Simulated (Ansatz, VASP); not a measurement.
# Ge (Germanium): VASP beside Ansatz, part 2 of 2

Aim: how closely do two programs agree when they are given the same cell, functional and k mesh? The cell is taken from a series of runs on this material, whose earlier steps may have relaxed, scaled, displaced or heated it; both programs get it as it stands.

VASP 6.6.1 and Ansatz 0.2.0.

So far: The structure; VASP: zone-centre phonons, PBEsol.

### 2. VASP: zone-centre phonons, PBEsol (continued)

Level of this step: PBEsol; plane waves and PAW (Ge_d) (VASP).

Numbers of over 12 decimals in the logs are rounded to 6 here.

OUTCAR, selected parts (step 2):

```text
ion  position               nearest neighbor table
   1  0.500  0.500  0.500-   2 2.47   2 2.47   2 2.47   2 2.47
   2  0.750  0.750  0.750-   1 2.47   1 2.47   1 2.47   1 2.47

  LATTYP: Found a body centered tetragonal cell.
 ALAT       =     3.9827994443
 C/A-ratio  =     1.4677642723

 Subroutine GETGRP returns: Found  4 space group operations
 (whereof  2 operations were pure point group operations)

The static configuration has the point symmetry C_1h.
 The point group associated with its full space group is C_2h.

   k-points           NKPTS =   1728   k-points in BZ     NKDIM =   1728   number of bands    NBANDS=     20

   dimension x,y,z NGX =    30 NGY =   30 NGZ =   30
   dimension x,y,z NGXF=    60 NGYF=   60 NGZF=   60

   ENCUT  =  500.0 eV  36.75 Ry    6.06 a.u.   7.40  7.40  7.26*2*pi/ulx,y,z

   NELECT =      28.0000    total number of electrons

 k-points in reciprocal lattice and weights: Points of the shifted mesh
   0.04166667  0.04166667  0.04166667       0.001
   0.04166667  0.04166667  0.12500000       0.001
   0.04166667  0.04166667  0.20833333       0.001
   0.04166667  0.04166667  0.29166667       0.001
   0.04166667  0.04166667  0.37500000       0.001
   0.04166667  0.04166667  0.45833333       0.001
   0.04166667  0.04166667  0.54166667       0.001
   0.04166667  0.04166667  0.62500000       0.001
   0.04166667  0.04166667  0.70833333       0.001
[...]
0.95833333  0.95833333  0.87500000       0.001
   0.95833333  0.95833333  0.95833333       0.001

 average (electrostatic) potential at core
       1 -74.3716       2 -74.3716

  Total       -0.0416758     -0.0416758     -0.8438438     -0.0033163     -0.0111438     -0.0111438
  in kB       -1.4401343     -1.4401343    -29.1595628     -0.1145971     -0.3850824     -0.3850812
  external PRESSURE =     -10.6799438 kB  Pullay stress =       0.0000000 kB

  energy-cutoff  :      500.00
  volume of cell :       46.37
      direct lattice vectors                 reciprocal lattice vectors
     0.000000000  2.816264495  2.922905364    -0.177540143  0.177540143  0.171062671
     2.816264495  0.000000000  2.922905364     0.177540143 -0.177540143  0.171062671
     2.816264495  2.816264495  0.000000000     0.177540143  0.177540143 -0.171062671

 POSITION                                       TOTAL-FORCE (eV/Angst)
 -----------------------------------------------------------------------------------
      2.81598      2.81598      2.92290         0.000164      0.000164     -0.000355
      4.22468      4.22468      4.38437        -0.000164     -0.000164      0.000355
 -----------------------------------------------------------------------------------
    total drift:                               -0.000000     -0.000000     -0.000000

 Eigenvectors and eigenvalues of the dynamical matrix
 ----------------------------------------------------

   1 f  =    8.519307 THz    53.528385 2PiTHz  284.173494 cm-1    35.233007 meV
             X         Y         Z           dx          dy          dz
      2.815985  2.815985  2.922897    -0.348841   -0.348841   -0.506577
      4.224676  4.224676  4.384366     0.348841    0.348841    0.506577

   2 f  =    8.395028 THz    52.747519 2PiTHz  280.028003 cm-1    34.719032 meV
             X         Y         Z           dx          dy          dz
      2.815985  2.815985  2.922897     0.500000   -0.500000   -0.000000
      4.224676  4.224676  4.384366    -0.500000    0.500000    0.000000

   3 f  =    8.341397 THz    52.410543 2PiTHz  278.239056 cm-1    34.497231 meV
             X         Y         Z           dx          dy          dz
      2.815985  2.815985  2.922897    -0.358204   -0.358204    0.493335
      4.224676  4.224676  4.384366     0.358204    0.358204   -0.493335

   4 f  =    0.000000 THz     0.000001 2PiTHz    0.000004 cm-1     0.000001 meV
             X         Y         Z           dx          dy          dz
      2.815985  2.815985  2.922897     0.099576   -0.480126   -0.509474
      4.224676  4.224676  4.384366     0.099576   -0.480126   -0.509474

   5 f/i=    0.000000 THz     0.000000 2PiTHz    0.000002 cm-1     0.000000 meV
             X         Y         Z           dx          dy          dz
      2.815985  2.815985  2.922897    -0.698078   -0.029400   -0.108732
      4.224676  4.224676  4.384366    -0.698078   -0.029400   -0.108732

   6 f/i=    0.000000 THz     0.000001 2PiTHz    0.000007 cm-1     0.000001 meV
             X         Y         Z           dx          dy          dz
      2.815985  2.815985  2.922897    -0.052647   -0.518281    0.478135
      4.224676  4.224676  4.384366    -0.052647   -0.518281    0.478135

 ELASTIC MODULI CONTR FROM IONIC RELAXATION (kBar)
 Direction    XX          YY          ZZ          XY          YZ          ZX
 --------------------------------------------------------------------------------
 XX          -0.0902     -0.0247     -0.3105     -1.6187      1.0911      4.1825
 YY          -0.0247     -0.0902     -0.3105     -0.9455      4.5076      0.0985
 ZZ          -0.3105     -0.3105     -1.9920    -14.0057     13.5891      9.1337
 XY          -1.6187     -0.9455    -14.0057   -191.1104     10.5120     14.2103
 YZ           1.0911      4.5076     13.5891     10.5120   -232.8453     -9.5273
 ZX           4.1825      0.0985      9.1337     14.2103     -9.5273   -225.6937
 --------------------------------------------------------------------------------
```

### 3. Ansatz: zone-centre phonons, PBEsol

Ansatz runs on its PAW soft_1 files.

The same cell, functional, mesh and smearing now go to Ansatz, which takes its cutoff from its data sets.

File input.yaml:

```yaml
crystal:
  lattice:
    - [0.0, 2.8162644952, 2.9229053641]
    - [2.8162644952, 0.0, 2.9229053641]
    - [2.8162644952, 2.8162644952, 0.0]
  atoms:
    - { symbol: Ge, position: [0.4999986163, 0.4999986163, 0.4999020995] }
    - { symbol: Ge, position: [0.7500013837, 0.7500013837, 0.7500979005] }
kpoints:
  mp_grid: { grid: [12, 12, 12], shift: [0.5, 0.5, 0.5] }
hamiltonian:
  xc: pbesol
  pseudopotentials: { kind: paw, azcp: { folder: soft_1 }, xc_functional: pbe }
scf:
  occupations: { method: gaussian, width: 0.015 }
output:
  eigenvalues: true
phonons:
  method: dfpt
```

Launch:

```sh
$ ansatz run input.yaml --threads 4 --pin off --max-ram 10240MiB --backend cpu --events-out ev --progress --plain --runs-dir out
```

What it wrote:

```text
Engine: ansatz 0.2.0, aarch64-unknown-linux-gnu
Pseudopotentials: kind: paw
Pseudopotential: Ge, paw, valence charge 14, recommended cutoff 420 eV (normal), soft_1/Ge.paw.azcp
Functional definition: PBEsol
  exchange = pbesol_x
  correlation = pbesol_c
Crystal: 2 atoms, lattice volume = 46.365 Å³
Basis set: ecut = 420 eV, 909 PW (Γ), exchange–correlation on 64×64×64 points (8 copies of the dense FFT grid, shifted against one another)
Bands: 18, of which v1, the nominal top of the filled ones, is band 14 counted from 1 (13 counted from 0)
Symmetry: 4 space group operations
k-points: 864 of 1728 (irreducible under 1 space group operation, time reversal used)
Non-local potential: Ge, projectors of the file, l = 0: 2, l = 1: 2, l = 2: 3, l = 3: 1
PAW form: soft (Blöchl's): semilocal exchange-correlation on the pseudo side does not see the compensation charge
PAW frozen core: Ge, regenerated for the run's functional, and the local potential with it (the file was generated under x = pbe(κ = 0.804, μ = 0.219515), c = pbe(β = 0.066725))
PAW one-centre angular grid: Ge, 590 points (default); XC on 64 Gauss nodes
Initial density: superposition of atomic densities (chi_scale 0.1, normalization cell)
Initial wavefunctions: pseudopotential atomic-orbital guess
Functional: x = pbesol(κ = 0.804, μ = 0.123457), c = pbesol(β = 0.046)
SCF iter   1: F=—  HF=-8507.063018 eV  |F-HF|=—  |Δ(HF+E_count)|=         —  Δρ=3.41e-2  dr2=4.30e-1  ethr=3.10e-3  ⟨swp⟩=6.0  Hψ=71598  notcnv=0
preconditioner: auto → none  [insulator: Δε(μ)=0.060 eV  Ē_g=23.177 eV  σ=0.015 eV  W_gap=1.00  n_scr=14 (ndim 8)  ℏωp=28.9 eV  f_vac=0.000  D(μ)=0.00/eV (n_scr^D=0)  ε∞_Penn≈2.6]
SCF iter   2: F=—  HF=-8507.002417 eV  |F-HF|=—  |Δ(HF+E_count)|=   6.06e-2  Δρ=1.64e-2  dr2=8.22e-2  ethr=1.53e-3  ⟨swp⟩=2.0  Hψ=25492  notcnv=0
SCF iter   3: F=—  HF=-8506.995686 eV  |F-HF|=—  |Δ(HF+E_count)|=   6.73e-3  Δρ=1.42e-3  dr2=2.45e-4  ethr=2.94e-4  ⟨swp⟩=2.5  Hψ=21105  notcnv=0
SCF iter   4: F=—  HF=-8506.995887 eV  |F-HF|=—  |Δ(HF+E_count)|=   2.02e-4  Δρ=1.04e-4  dr2=3.93e-6  ethr=8.75e-7  ⟨swp⟩=2.0  Hψ=26887  notcnv=0
SCF iter   5: F=—  HF=-8506.995892 eV  |F-HF|=—  |Δ(HF+E_count)|=   4.70e-6  Δρ=1.40e-4  dr2=6.58e-6  ethr=1.40e-8  ⟨swp⟩=2.0  Hψ=27650  notcnv=0
SCF iter   6: F=—  HF=-8506.995881 eV  |F-HF|=—  |Δ(HF+E_count)|=   1.06e-5  Δρ=9.01e-6  dr2=3.04e-8  ethr=1.40e-8  ⟨swp⟩=2.0  Hψ=27649  notcnv=0
SCF iter   7: F=—  HF=-8506.995880 eV  |F-HF|=—  |Δ(HF+E_count)|=   1.04e-6  Δρ=5.29e-7  dr2=1.33e-10  ethr=1.09e-10  ⟨swp⟩=2.0  Hψ=27649  notcnv=0
SCF iter   8: F=—  HF=-8506.995880 eV  |F-HF|=—  |Δ(HF+E_count)|=  7.28e-12  Δρ=1.39e-7  dr2=1.13e-11  ethr=1.00e-12  ⟨swp⟩=6.0  Hψ=68854  notcnv=0
SCF iter   9: F=-8506.995880 eV  HF=-8506.995880 eV  |F-HF|=1.09e-11  |Δ(HF+E_count)|=    0.00e0  Δρ=2.58e-8  dr2=1.89e-13  ethr=1.00e-12  ⟨swp⟩=5.0  Hψ=58710  notcnv=0
SCF 1 converged in 9 iterations: F = -8506.995880 eV  dr2 = 1.89e-13
  greatest PAW one-centre occupation: 0.998 electrons in one spin orbital (limit 2), on the Ge atom at site 1 (counted from 0), in its partial waves of l = 2
DFPT response loops at Γ: preconditioner auto → Kerker (q_TF=auto, 2.508 Å⁻¹) (partly filled bands, converged f_vac=0.066); β = 1.00, the filter's whole step (`scf.mixing.beta` (0.50) is not read by the response loops under this deck's `scf.mixing.preconditioner`; to damp them name `kerker` or `kerker_dos`, under which they read `scf.mixing.beta`, and type it under 1.00, their step now; both keys bind the ground state too); Broyden in place of MSR1
SCF converged after 9 iterations
Free energy (F): -8506.995880 eV
Harris-Foulkes:  -8506.995880 eV  (|F-HF|=1.09e-11)
Internal energy: -8506.995868 eV  (E = F + TS)
E sigma→0 (E₀):  -8506.995874 eV
Entropy (-TS):   -0.000013 eV (-0.006 meV/atom)
Fermi energy:    8.145025 eV
--- Per-component energies (eV) ---
  E_band       = -311.240712
  E_kinetic    = 185.193151
  E_local      = -4536.960109  (includes V_loc(G=0)·N_el)
  E_nonlocal   = 438.480240
  E_hartree    = 2157.451953
  E_xc         = -141.951636
  E_vxc        = -130.003483  (∫ρ·V_xc dr)
  E_paw        = -3944.517011  (= ΣΔE_a)
  E_vpaw       = -582.854466  (= ΣTr[D̂ρ^β])
  E_aug_tail   = 0.000029  (compensation charges beyond the density's cutoff)
  E_ewald      = -2666.528361
  E_core_change = 1.835876  (= ΣΔE_core)
  E_smearing   = -0.000013  (= −TS)
  E_closure    = -0.000000  (closes the sum)
  Σ components = -8506.995880   (vs F -8506.995880, Δ=0.00e0)
--- Band table (eV; the first three rows and the last of 864) ---
  k-point 0: bands = [... 10 lower, -4.4910, 7.2399, 7.9518, 8.1550, 8.5872, 10.6235, 10.6237, 10.8128]
  k-point 1: bands = [... 10 lower, -4.3781, 6.1432, 7.4445, 8.0920, 9.1550, 10.7420, 10.7442, 11.5282]
  k-point 2: bands = [... 10 lower, -4.1035, 4.6109, 7.0307, 7.7959, 9.0881, 11.1749, 11.3419, 12.5466]
  k-point 863: bands = [... 10 lower, -2.4602, 0.5989, 6.4410, 6.7138, 8.3882, 11.7450, 11.8891, 15.1656]
--- Phonons (Γ-DFPT): 2 representative perturbations + reference, on 864 of 1728 k-points (Σ response iterations 6) ---
  k mesh reduced under 1 symmetry operation, with k and −k counted as one. Each operation leaves every solved perturbation unchanged. A smaller set is not used because it would not reduce the number of displacements times k-points to solve
  ASR residual: 4.238e-6 → 0.000e0 eV/Å²; symmetrization residual: 1.214e-6 eV/Å²
  ASR residual per site (eV/Å²): 4.24e-6 4.24e-6
  Γ frequencies (cm⁻¹): 0.00 0.00 0.00 278.74 279.40 283.79
  non-analytic LO–TO correction: not included (Born effective charges unavailable; polar crystals: no LO–TO splitting at Γ)
```

Reading the cycles: dr2 is the Hartree energy of the density residual (eV), the measure of convergence; HF is the Harris–Foulkes estimate of the energy, which meets the free energy F at convergence.

### 4. Differences

Known differences besides the potentials themselves: the cutoff is 420 eV in Ansatz and 500 eV in VASP; Ansatz makes its cores anew for this functional, VASP keeps those of its PBE data sets. Total energies have different zeros and are not compared.

The two programs side by side:

| quantity | Ansatz | VASP | difference |
| --- | --- | --- | --- |
| optical mode 1 (cm⁻¹) | 278.7 | 278.2 | +0.18 % |
| optical mode 2 (cm⁻¹) | 279.4 | 280.0 | -0.22 % |
| optical mode 3 (cm⁻¹) | 283.8 | 284.2 | -0.13 % |

Modes are paired by rising frequency, not by their patterns, so a pair may set unlike modes beside each other; they are those without the splitting of longitudinal modes.

### 5. Results

```yaml
r_m_s_difference_of_the_optical_zone_centre_modes_each_program_s_sorted_by_frequency_zone_centre_phonons_pbesol: 0.51 cm⁻¹
```

What this shows: The r.m.s. difference of the optical zone-centre modes, each program's sorted by frequency is 0.51 cm⁻¹ (zone-centre phonons, PBEsol). How closely two codes agree says nothing of how well the functional describes the real material.

[Lines on the potential files, build, host, timing and source positions are cut from VASP's logs without a mark.]

[Logs are printed without paths, hosts, clocks, repeated set-up lines and the standing remarks that a program may print on its own settings, such as how far it seeks lower states.]

[Hosts, paths, dates, database ids (printed as entryN), source tags and the programs' standing remarks are cut or masked in the printed files.]
